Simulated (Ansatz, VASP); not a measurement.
**Pt2I3 in VASP and in Ansatz**

Contents of INCAR:

```
SYSTEM = Pt2I3
  PREC = Accurate
  ENCUT = 520
  EDIFF = 1E-7
  ISMEAR = 0
  SIGMA = 0.1
  LREAL = .False.
  LASPH = .True.
  NELM = 100
  ALGO = Normal
  ISIF = 2
  LWAVE = .False.
  LCHARG = .True.
  GGA = PE
  LELF = .True.
  LVHAR = .True.
  NBANDS = 28
```

The input KPOINTS:

```
regular mesh
0
Gamma
  6 6 4
  0 0 0
```

POSCAR

```
Pt2I3
1.0
    4.8573516929      0.0000000000      0.0000000000
   -2.4286758465      4.2065899612      0.0000000000
    0.0000000000      0.0000000000      7.5572502227
Pt I
2 3
Direct
    0.3333333333      0.6666666667      0.2450000000
    0.6666666667      0.3333333333      0.7550000000
    0.0000000000      0.0000000000      0.0000000000
    0.3333333333      0.6666666667      0.6450000000
    0.6666666667      0.3333333333      0.3550000000
```

Input for Ansatz:

```yaml
crystal:
  lattice:
    - [4.8573516929, 0.0, 0.0]
    - [-2.4286758465, 4.2065899612, 0.0]
    - [0.0, 0.0, 7.5572502227]
  atoms:
    - { symbol: Pt, position: [0.3333333333, 0.6666666667, 0.245] }
    - { symbol: Pt, position: [0.6666666667, 0.3333333333, 0.755] }
    - { symbol: I, position: [0.0, 0.0, 0.0] }
    - { symbol: I, position: [0.3333333333, 0.6666666667, 0.645] }
    - { symbol: I, position: [0.6666666667, 0.3333333333, 0.355] }
basis:
  ecutwfc: 420
kpoints:
  mp_grid: { grid: [6, 6, 4] }
hamiltonian:
  xc: pbe
scf:
  occupations: { method: gaussian, width: 0.1 }
  lower_state_search: "off"
output:
  forces: true
  stress: true
  eigenvalues: true
```

Alike in both runs: task single point; functional PBE; k mesh 6 × 6 × 4; occupations gaussian, width 0.1 eV; no spin polarisation.

|  | VASP | Ansatz |
| --- | --- | --- |
| version | VASP 6.6.1 | Ansatz 0.2.0 |
| potentials or method | VASP PAW PBE potentials, release 64 (Pt, I) | scalar-relativistic, plane waves, PAW |
| plane-wave cutoff (eV) | 520 | 420 |
| valence electrons in the cell | 41 | 87 |

|  | VASP | Ansatz | Ansatz less VASP |
| --- | --- | --- | --- |
| gap on the k mesh at the Fermi level (eV) | none | none | - |
| pressure (GPa) | -5.6 | -5.6 | +0.09 |
| largest component of the traceless stress (GPa) | 3.85 | 3.85 | -0.002 |
| rms of the force components (eV/Å) | 0.362 | 0.361 | -0.0003 |

Atom by atom the forces differ by 0.004 eV/Å (rms over components). A gap of «none» marks a metal or a gap that the smearing closes. The two sets of potentials don't hold the same shells in valence.

Caveats: an odd number of electrons without spin polarisation forces a metal; a magnetic or distorted state may lie lower. The runs have no spin-orbit coupling, so splittings on I, Pt are missing.
